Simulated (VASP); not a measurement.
```yaml
crystal:
  lattice:
    - [1.12620, -1.95063, 0.00000]
    - [1.12620, 1.95063, 0.00000]
    - [0.00000, 0.00000, 3.53777]
  atoms:
    - { symbol: Be, position: [0.33333, 0.66667, 0.25000] }
    - { symbol: Be, position: [0.66667, 0.33333, 0.75000] }
```

These are PBE GGA with D4 dispersion, VASP's PBE PAW potentials (set 64) (plane waves; VASP) values and carry that method's errors. Numerical set-up: 520 eV cut-off, 17×17×9 Γ-centred mesh, first-order Methfessel-Paxton smearing of 0.10 eV, potentials Be.

Task: What does the run give for the energy per atom (σ→0), band gap (on the k-mesh) with the smallest direct gap where there is one?

Result: 
The band gap (on the k-mesh) comes out as none (metal, semimetal or under 0.01 eV). The energy per atom (σ→0) comes out as -3.879 eV/atom.

Only differences to runs with the same potentials and settings are physical.

The compound is Be in the hcp structure. It was relaxed first. The start is the result of an earlier pass.
